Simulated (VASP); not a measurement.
Method: PBEsol GGA, VASP's PBE PAW potentials (set 64) (plane waves; VASP).

VASP input:

File KPOINTS:
```
Automatic mesh
0
Gamma
8 8 8
0 0 0
```

INCAR:
```
! general
SYSTEM   =  Ag2Rh2
PREC     =  Accurate
ENCUT    =  400
LREAL    =  .FALSE.
LASPH    =  .TRUE.   ! aspherical one-centre terms

! electronic loop
EDIFF    =  1E-6   ! SCF stop (eV)
NELM     =  100   ! most electronic steps
ALGO     =  Normal   ! blocked Davidson
LMAXMIX  =  4   ! l cut-off of mixed one-centre charges

! smearing
ISMEAR   =  1   ! Methfessel-Paxton
SIGMA    =  0.1   ! width (eV)

! functional
GGA      =  PS

! ions
IBRION   =  2   ! conjugate gradients
NSW      =  60
ISIF     =  3   ! ions, shape and volume
EDIFFG   =  -0.01   ! ionic stop

! output
LWAVE    =  .FALSE.
LCHARG   =  .FALSE.
```

POSCAR:
```
Ag2Rh2
1
    3.9450000000     0.0000000000     0.0000000000
    0.0000000000     3.9450000000     0.0000000000
    0.0000000000     0.0000000000     3.9450000000
Rh Ag
2 2
Direct
  0.0000000000   0.0000000000   0.0000000000
  0.5000000000   0.5000000000   0.0000000000
  0.5000000000   0.0000000000   0.5000000000
  0.0000000000   0.5000000000   0.5000000000
```

POTCAR, in this order: Rh_pv Ag (PBE.64 set). Program: vasp_std.

Output of the run:

### OSZICAR
```
...
DAV:   4    -0.234649921599E+02   -0.90302E-01   -0.90227E-01  5267   0.695E+00
DAV:   5    -0.234663581361E+02   -0.13660E-02   -0.13659E-02  5217   0.879E-01    0.158E+01
DAV:   6    -0.216054849917E+02    0.18609E+01   -0.95737E+00  4918   0.314E+01    0.112E+01
DAV:   7    -0.214552470191E+02    0.15024E+00   -0.20663E+00  5012   0.153E+01    0.426E+00
DAV:   8    -0.213616771087E+02    0.93570E-01   -0.28924E-01  5011   0.685E+00    0.301E+00
DAV:   9    -0.213529073257E+02    0.87698E-02   -0.17505E-02  5028   0.105E+00    0.260E-01
DAV:  10    -0.213519709100E+02    0.93642E-03   -0.40564E-03  5105   0.615E-01    0.678E-02
DAV:  11    -0.213519620418E+02    0.88682E-05   -0.27506E-04  4944   0.186E-01    0.167E-02
DAV:  12    -0.213519587230E+02    0.33188E-05   -0.12918E-05  5264   0.380E-02    0.377E-03
DAV:  13    -0.213519583497E+02    0.37326E-06   -0.72833E-07  2717   0.612E-03
   1 F= -.21351958E+02 E0= -.21352376E+02  d E =-.213520E+02
       N       E                     dE             d eps       ncg     rms          rms(c)
DAV:   1    -0.268946032084E+02   -0.55426E+01   -0.97412E+01  4720   0.843E+01    0.190E+01
DAV:   2    -0.218590019618E+02    0.50356E+01   -0.24333E+01  4699   0.396E+01    0.565E+00
DAV:   3    -0.214667919270E+02    0.39221E+00   -0.34681E+00  4882   0.241E+01    0.457E+00
DAV:   4    -0.213547329136E+02    0.11206E+00   -0.36079E-01  4919   0.700E+00    0.175E+00
DAV:   5    -0.213516939260E+02    0.30390E-02   -0.55613E-02  5004   0.188E+00    0.538E-01
DAV:   6    -0.213493904799E+02    0.23034E-02   -0.11061E-02  4930   0.121E+00    0.123E-01
DAV:   7    -0.213495340360E+02   -0.14356E-03   -0.72114E-04  4931   0.181E-01    0.559E-02
DAV:   8    -0.213495217048E+02    0.12331E-04   -0.18533E-05  5066   0.343E-02    0.137E-02
DAV:   9    -0.213495183861E+02    0.33188E-05   -0.85585E-06  4952   0.330E-02    0.412E-03
DAV:  10    -0.213495182422E+02    0.14386E-06   -0.41653E-07  2549   0.440E-03
   2 F= -.21349518E+02 E0= -.21349737E+02  d E =0.244011E-02
       N       E                     dE             d eps       ncg     rms          rms(c)
DAV:   1    -0.228175872796E+02   -0.14681E+01   -0.24554E+01  4685   0.445E+01    0.820E+00
DAV:   2    -0.215152348183E+02    0.13024E+01   -0.61422E+00  4706   0.204E+01    0.275E+00
DAV:   3    -0.214206304113E+02    0.94604E-01   -0.69067E-01  4876   0.909E+00    0.243E+00
DAV:   4    -0.214022800794E+02    0.18350E-01   -0.57237E-02  4883   0.283E+00    0.113E+00
DAV:   5    -0.214008166655E+02    0.14634E-02   -0.87722E-03  4897   0.607E-01    0.187E-01
DAV:   6    -0.214007292042E+02    0.87461E-04   -0.11374E-03  4931   0.329E-01    0.563E-02
DAV:   7    -0.214007411196E+02   -0.11915E-04   -0.78935E-05  4937   0.884E-02    0.238E-02
DAV:   8    -0.214007394924E+02    0.16272E-05   -0.15504E-05  4960   0.461E-02    0.538E-03
DAV:   9    -0.214007393184E+02    0.17405E-06   -0.11923E-06  2564   0.121E-02
   3 F= -.21400739E+02 E0= -.21401154E+02  d E =-.487810E-01
       N       E                     dE             d eps       ncg     rms          rms(c)
DAV:   1    -0.217414811574E+02   -0.34074E+00   -0.11451E+01  4713   0.232E+01    0.384E+00
DAV:   2    -0.214777699938E+02    0.26371E+00   -0.44084E-01  5000   0.468E+00    0.132E+00
DAV:   3    -0.214458997524E+02    0.31870E-01   -0.93982E-02  4806   0.316E+00    0.817E-01
DAV:   4    -0.214370912249E+02    0.88085E-02   -0.23750E-02  4897   0.169E+00    0.319E-01
DAV:   5    -0.214354014781E+02    0.16897E-02   -0.40698E-03  4854   0.433E-01    0.132E-01
DAV:   6    -0.214354116278E+02   -0.10150E-04   -0.20358E-04  5259   0.914E-02    0.780E-02
DAV:   7    -0.214354180620E+02   -0.64342E-05   -0.13022E-05  5100   0.256E-02    0.483E-03
DAV:   8    -0.214354178808E+02    0.18116E-06   -0.99992E-07  2733   0.682E-03
   4 F= -.21435418E+02 E0= -.21435022E+02  d E =-.346786E-01
       N       E                     dE             d eps       ncg     rms          rms(c)
DAV:   1    -0.224910916236E+02   -0.10557E+01   -0.36870E+01  4692   0.415E+01    0.698E+00
DAV:   2    -0.215875364561E+02    0.90356E+00   -0.13847E+00  5000   0.842E+00    0.235E+00
DAV:   3    -0.214850927762E+02    0.10244E+00   -0.29372E-01  4792   0.537E+00    0.142E+00
DAV:   4    -0.214594657646E+02    0.25627E-01   -0.72185E-02  4925   0.300E+00    0.656E-01
DAV:   5    -0.214534589753E+02    0.60068E-02   -0.15359E-02  4819   0.884E-01    0.263E-01
DAV:   6    -0.214531753625E+02    0.28361E-03   -0.16138E-03  5185   0.249E-01    0.165E-01
DAV:   7    -0.214532012614E+02   -0.25899E-04   -0.11704E-04  5026   0.902E-02    0.175E-02
DAV:   8    -0.214531971561E+02    0.41053E-05   -0.13982E-05  4853   0.289E-02    0.642E-03
DAV:   9    -0.214531971971E+02   -0.40932E-07   -0.94428E-07  2437   0.743E-03
   5 F= -.21453197E+02 E0= -.21452202E+02  d E =-.524579E-01
       N       E                     dE             d eps       ncg     rms          rms(c)
DAV:   1    -0.215075192454E+02   -0.54322E-01   -0.17690E+00  4692   0.910E+00    0.169E+00
DAV:   2    -0.214622106268E+02    0.45309E-01   -0.92377E-02  4958   0.197E+00    0.601E-01
DAV:   3    -0.214573125554E+02    0.48981E-02   -0.21335E-02  4849   0.171E+00    0.388E-01
DAV:   4    -0.214551252786E+02    0.21873E-02   -0.48963E-03  4974   0.775E-01    0.152E-01
DAV:   5    -0.214547022420E+02    0.42304E-03   -0.10216E-03  4812   0.204E-01    0.573E-02
DAV:   6    -0.214547057915E+02   -0.35494E-05   -0.55103E-05  5035   0.641E-02    0.303E-02
DAV:   7    -0.214547065454E+02   -0.75390E-06   -0.56990E-06  4415   0.221E-02
   6 F= -.21454707E+02 E0= -.21453719E+02  d E =-.539672E-01
       N       E                     dE             d eps       ncg     rms          rms(c)
DAV:   1    -0.214554526324E+02   -0.74684E-03   -0.25502E-02  4685   0.109E+00    0.199E-01
DAV:   2    -0.214547986100E+02    0.65402E-03   -0.10608E-03  4972   0.229E-01    0.675E-02
DAV:   3    -0.214547327924E+02    0.65818E-04   -0.26742E-04  4876   0.187E-01    0.451E-02
DAV:   4    -0.214547033057E+02    0.29487E-04   -0.68648E-05  4960   0.922E-02    0.178E-02
DAV:   5    -0.214546972625E+02    0.60432E-05   -0.13640E-05  4805   0.240E-02    0.661E-03
DAV:   6    -0.214546972147E+02    0.47825E-07   -0.74348E-07  2416   0.754E-03
   7 F= -.21454697E+02 E0= -.21453706E+02  d E =-.539579E-01
       N       E                     dE             d eps       ncg     rms          rms(c)
DAV:   1    -0.215824443478E+02   -0.12775E+00   -0.21216E+00  4664   0.132E+01    0.249E+00
DAV:   2    -0.214654923160E+02    0.11695E+00   -0.58263E-01  4685   0.627E+00    0.854E-01
DAV:   3    -0.214554872567E+02    0.10005E-01   -0.72335E-02  4812   0.312E+00    0.728E-01
DAV:   4    -0.214532230428E+02    0.22642E-02   -0.64075E-03  4883   0.936E-01    0.298E-01
DAV:   5    -0.214531250197E+02    0.98023E-04   -0.95176E-04  4867   0.204E-01    0.571E-02
DAV:   6    -0.214530936415E+02    0.31378E-04   -0.18326E-04  5049   0.139E-01    0.113E-02
DAV:   7    -0.214530940686E+02   -0.42711E-06   -0.92204E-06  4707   0.305E-02
   8 F= -.21453094E+02 E0= -.21452107E+02  d E =0.160315E-02
       N       E                     dE             d eps       ncg     rms          rms(c)
DAV:   1    -0.215165162253E+02   -0.63423E-01   -0.98188E-01  4671   0.892E+00    0.176E+00
DAV:   2    -0.214623898081E+02    0.54126E-01   -0.28854E-01  4699   0.440E+00    0.631E-01
DAV:   3    -0.214561534713E+02    0.62363E-02   -0.39233E-02  4805   0.242E+00    0.491E-01
DAV:   4    -0.214551944816E+02    0.95899E-03   -0.31281E-03  4876   0.649E-01    0.190E-01
DAV:   5    -0.214551836505E+02    0.10831E-04   -0.41846E-04  4881   0.136E-01    0.330E-02
DAV:   6    -0.214551832095E+02    0.44096E-06   -0.34069E-05  4958   0.620E-02    0.907E-03
DAV:   7    -0.214551838620E+02   -0.65244E-06   -0.33756E-06  4502   0.120E-02
   9 F= -.21455184E+02 E0= -.21454193E+02  d E =-.486647E-03
```

File OUTCAR:
```
------------------------ aborting loop because EDIFF is reached ----------------------------------------
  FORCE on cell =-STRESS in cart. coord.  units (eV):
  Direction    XX          YY          ZZ          XY          YZ          ZX
  --------------------------------------------------------------------------------------
  Total        0.0021403      0.0021403     -0.0063052      0.0000000     -0.0000000     -0.0000000
  in kB        0.0573392      0.0573392     -0.1689180      0.0000000     -0.0000000     -0.0000000
  external PRESSURE =      -0.0180799 kB  Pullay stress =       0.0000000 kB
  volume of cell :       59.80
      direct lattice vectors                 reciprocal lattice vectors
     3.801333710 -0.000000000 -0.000000000     0.263065565 -0.000000000  0.000000000
    -0.000000000  3.801333710  0.000000000    -0.000000000  0.263065565 -0.000000000
    -0.000000000  0.000000000  4.138688677     0.000000000 -0.000000000  0.241622426
 POSITION                                       TOTAL-FORCE (eV/Angst)
 -----------------------------------------------------------------------------------
      0.00000      0.00000      0.00000         0.000000     -0.000000      0.000000
      1.90067      1.90067      0.00000        -0.000000      0.000000      0.000000
      1.90067      0.00000      2.06934         0.000000     -0.000000      0.000000
     -0.00000      1.90067      2.06934         0.000000     -0.000000     -0.000000
 -----------------------------------------------------------------------------------
    total drift:                                0.000000      0.000000      0.000000
  FREE ENERGIE OF THE ION-ELECTRON SYSTEM (eV)
  ---------------------------------------------------
  free  energy   TOTEN  =       -21.4551838620 eV

  energy  without entropy=      -21.4522107082  energy(sigma->0) =      -21.45419281

 reached required accuracy - stopping structural energy minimisation
```
(Selected blocks of OUTCAR.)

### CONTCAR
```
Ag2Rh2
   1.00000000000000
     3.8013337102922446   -0.0000000000000000   -0.0000000000000000
    -0.0000000000000000    3.8013337102922446    0.0000000000000000
    -0.0000000000000000    0.0000000000000000    4.1386886773879343
  Rh              Ag
     2     2
Direct
     0.0000000000000000    0.0000000000000000    0.0000000000000000
     0.5000000000000000    0.5000000000000000    0.0000000000000000
     0.5000000000000000    0.0000000000000000    0.5000000000000000
     0.0000000000000000    0.5000000000000000    0.5000000000000000
```

Energy and stress use the plane-wave basis of the starting cell.

The structure was generated: Ag2Rh2 was put into an ordered model structure (P4/mmm), which need not be its known phase. This run relaxes it. Symmetry was kept, so distortions that lower it aren't found.
